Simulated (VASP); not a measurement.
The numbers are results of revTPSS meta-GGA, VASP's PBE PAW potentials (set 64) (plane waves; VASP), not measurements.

VASP ran on this input.

File KPOINTS:
```
Automatic mesh
0
Gamma
5 5 7
0 0 0
```

File POSCAR:
```
MgH2
1.0
  4.3701815424   0.0000000000   0.0000000000
  0.0000000000   4.3701815424   0.0000000000
  0.0000000000   0.0000000000   2.9276050725
Mg H
2 4
Cartesian
  4.3701815424   0.0000000000   0.0000000000
  2.1850907712   2.1850907712   1.4638025363
  1.3290503905   1.3290503905   0.0000000000
  3.5141411617   0.8560403807   1.4638025363
  0.8560403807   3.5141411617   1.4638025363
  3.0411311519   3.0411311519   0.0000000000
```

**INCAR**
```
! general
SYSTEM =MgH2
PREC   =Accurate
ENCUT  =520
LREAL  =.FALSE.
LASPH  =.TRUE.

! electronic loop
EDIFF  =1E-7
NELM   =100
ALGO   =Normal
LMIXTAU=.TRUE.

! smearing
ISMEAR =0
SIGMA  =0.05

! functional
METAGGA=RTPSS

! ions
IBRION =2
NSW    =30
ISIF   =4
EDIFFG =-0.01

! output
LWAVE  =.FALSE.
LCHARG =.FALSE.
```

POTCAR, in this order: Mg H (PBE.64 set). Program: vasp_std.

**Question.** Predict the energy per atom (σ→0).

**Answer.** 
* **energy per atom (σ→0)**: -3.713 eV/atom

**OSZICAR**
```
...
       N       E                     dE             d eps       ncg     rms          rms(c)
DAV:   1    -0.222765918370E+02   -0.27022E-04   -0.52924E-03   416   0.657E-01    0.172E-02
DAV:   2    -0.222766338346E+02   -0.41998E-04   -0.29121E-04   400   0.265E-01    0.145E-02
DAV:   3    -0.222766339819E+02   -0.14729E-06   -0.10132E-04   392   0.135E-01    0.272E-03
DAV:   4    -0.222766316179E+02    0.23640E-05   -0.56433E-05   384   0.920E-02    0.268E-03
DAV:   5    -0.222766303733E+02    0.12446E-05   -0.34653E-06   400   0.191E-02    0.734E-04
DAV:   6    -0.222766303016E+02    0.71656E-07   -0.69708E-08   304   0.292E-03
   6 F= -.22276630E+02 E0= -.22276630E+02  d E =-.183573E-03
```

The compound is MgH2 in the rutile structure. This cell is one point of a volume scan, at 0.94 of the reference volume. Symmetry was kept, so distortions that lower it aren't found.
